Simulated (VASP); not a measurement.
Energy against volume of ZrB2 (AlB2 type). Computed with rev-vdW-DF2, VASP's PBE PAW potentials (set 64) (plane waves; VASP). Numerical set-up: 520 eV cut-off, 11×11×9 Γ-centred mesh, first-order Methfessel-Paxton smearing of 0.10 eV, potentials Zr_sv B.

Shape and ions are relaxed at each volume.

| V (Å³/atom) | E (eV/atom) |
|---|---|
| 9.917 | -7.23547 |
| 10.223 | -7.24284 |
| 10.530 | -7.23625 |
| 10.837 | -7.21764 |

Question: Fit these four points and predict the energy of the run at 9.610 Å³/atom.

Answer: A cubic in V^(−2/3), the third-order Birch-Murnaghan form, passes through the four points with V0 = 10.22 Å³/atom and B0 = 243 GPa, and gives -7.2117 eV/atom there. The run gave -7.2119 eV/atom, -0.2 meV/atom from the fit; all five points give B0 = 242 GPa.

The compound is ZrB2 in the AlB2 type structure. It was relaxed first.
